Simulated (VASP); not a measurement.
Input:

```xyz
2
Lattice="2.8300 0.0000 0.0000 0.0000 2.8300 0.0000 0.0000 0.0000 4.0700" Properties=species:S:1:pos:R:3 pbc="T T T"
Ti     0.0105    -0.0435     0.0482
Al     1.4045     1.4585     1.9868
```

Computed with PBE GGA, VASP's PBE PAW potentials (set 64) (plane waves; VASP). Run with 300 eV cut-off, 8×8×6 Γ-centred mesh, Fermi-Dirac smearing of 0.14 eV, potentials Ti_sv Al.

At this cut-off the stress carries a Pulay error, which pulls relaxed volumes low.

### Question
The ions, cell shape and volume are relaxed. Predict the relaxed structure.

### Answer

```xyz
2
Lattice="2.8324 -0.0002 -0.0001 -0.0002 2.8325 0.0005 -0.0002 0.0006 4.0480" Properties=species:S:1:pos:R:3 pbc="T T T"
Ti    -0.0003     2.8326     4.0482
Al     1.4159     1.4169     2.0245
```
Space group P4/mmm (123), at a tolerance of 0.03 Å.

### Question
How do energy and volume change from the first to the last step?

### Answer
The energy (σ→0) changes by -22.7 meV/atom and the volume by -0.4 %, in 8 ionic steps.

The structure is a typed TiAl crystal. In the starting cell atoms are displaced from their ideal sites. This run relaxes it. The run is one of a series of settings (EDIFFG = -0.01, IBRION = 2, ISIF = 3, NSW = 50 against the base run), some of them coarse on purpose. The electron count is odd and the run is not spin-polarised, which forces a metal.
